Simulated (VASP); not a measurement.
A VASP calculation is set up with these files.

### INCAR
```
SYSTEM = La2O3
PREC = Accurate
ENCUT = 520
EDIFF = 1E-7
NELM = 100
ALGO = Normal
LREAL = .FALSE.
LASPH = .TRUE.
ISMEAR = -5
GGA = BO
PARAM1 = 0.1833333333
PARAM2 = 0.22
LUSE_VDW = .TRUE.
AGGAC = 0.0
LMAXMIX = 6
LWAVE = .FALSE.
LCHARG = .TRUE.
LORBIT = 11
NEDOS = 601
ISIF = 2
LEFG = .TRUE.
```

POSCAR:
```
La2O3
1
    1.9696642784    -3.4115585132     0.0000000000
    1.9696642784     3.4115585132     0.0000000000
    0.0000000000     0.0000000000     6.1178441380
La O
2 3
Direct
  0.3333330000   0.6666670000   0.2455392232
  0.6666670000   0.3333330000   0.7544607768
  0.0000000000   0.0000000000   0.0000000000
  0.3333330000   0.6666670000   0.6462670882
  0.6666670000   0.3333330000   0.3537329118
```

**KPOINTS**
```
Automatic mesh
0
Gamma
7 7 4
0 0 0
```

POTCAR, in this order: La O (PBE.64 set). Program: vasp_std.

Q: Translate this optB88-vdW calculation to Quantum ESPRESSO's pw.x.

A: One equivalent input (not run):
```
&CONTROL
  calculation = 'scf'
  pseudo_dir = './pseudo'
  outdir = './out'
  tprnfor = .true.
  tstress = .true.
/
&SYSTEM
  ibrav = 0
  nat = 5
  ntyp = 2
  ecutwfc = 110
  occupations = 'tetrahedra'
  input_dft = 'vdw-df-obk8'
/
&ELECTRONS
  conv_thr = 7.3e-09
  electron_maxstep = 100
/
ATOMIC_SPECIES
  La 138.905 La.upf
  O 15.999 O.upf
CELL_PARAMETERS angstrom
     1.9696643   -3.4115585    0.0000000
     1.9696643    3.4115585    0.0000000
     0.0000000    0.0000000    6.1178441
ATOMIC_POSITIONS crystal
  La   0.3333330  0.6666670  0.2455392
  La   0.6666670  0.3333330  0.7544608
  O    0.0000000  0.0000000  0.0000000
  O    0.3333330  0.6666670  0.6462671
  O    0.6666670  0.3333330  0.3537329
K_POINTS automatic
  7 7 4 0 0 0
```
The two are equivalent in intent, not identical: the potentials are each code's own (VASP's PAW set, PseudoDojo norm-conserving files in pw.x), so ENCUT and ecutwfc are chosen apart and not converted; conv_thr bounds pw.x's estimated SCF error, while EDIFF bounds the energy change between steps; the field gradients of LEFG aren't asked of the other code.

The compound is La2O3 in the a-type structure. It was relaxed first.
